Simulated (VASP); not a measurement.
Input:

```
CELL_PARAMETERS angstrom
      5.02369     0.00000     0.00000
     -2.51185     4.35065     0.00000
      0.00000     0.00000     6.03364
ATOMIC_POSITIONS crystal
  Pb 0.33333 0.66667 0.93952
  Pb 0.66667 0.33333 0.43952
  S  0.33333 0.66667 0.43548
  S  0.66667 0.33333 0.93548
```

Level of theory: PBE GGA, VASP's PBE PAW potentials (set 64) (plane waves; VASP). Settings: 400 eV cut-off, 6×6×4 Γ-centred mesh, tetrahedra with Blöchl corrections, potentials Pb_d S.

The cores are frozen, which limits the accuracy of field gradients.

Question: Give the principal components of the electric field gradient (V/Å²) and the asymmetry η at each nucleus.

Answer: 
```csv
atom,Vxx,Vyy,Vzz,η
Pb1,-20.6,-20.6,41.2,0.00
Pb2,-20.6,-20.6,41.2,0.00
S3,2.6,2.6,-5.2,0.00
S4,2.6,2.6,-5.2,0.00
```

The structure was generated: PbS was put into the wurtzite type (P6_3mc), which need not be its known phase. It was relaxed first, which changed the volume by +35 %.
